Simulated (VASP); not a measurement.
Given:

```
PbS
1.0
    0.00000     2.98622     2.98622
    2.98622     0.00000     2.98622
    2.98622     2.98622     0.00000
Pb S
1 1
Direct
  0.00000   0.00000   0.00000
  0.50000   0.50000   0.50000
```

Computed with r2SCAN meta-GGA, VASP's PBE PAW potentials (set 64) (plane waves; VASP). Run with 400 eV cut-off, 14×14×14 Γ-centred mesh, Gaussian smearing of 0.010 eV, potentials Pb_d S.

Unless said otherwise, spin-orbit coupling is left out, though it shifts the bands of the heavy elements here.

Predict the energy per atom (σ→0), band gap (on the k-mesh) with the smallest direct gap where there is one.

```json
{
  "band gap (on the k-mesh)": "0.70 eV",
  "smallest direct gap (on the k-mesh)": "0.70 eV",
  "energy per atom (σ→0)": "-32806 meV/atom"
}
```

The absolute energy has meaning only against runs of the same code, potentials and settings.

The structure comes from a measured PbS entry (Fm-3m) of the Crystallography Open Database, whose conditions weren't checked. It was relaxed first.
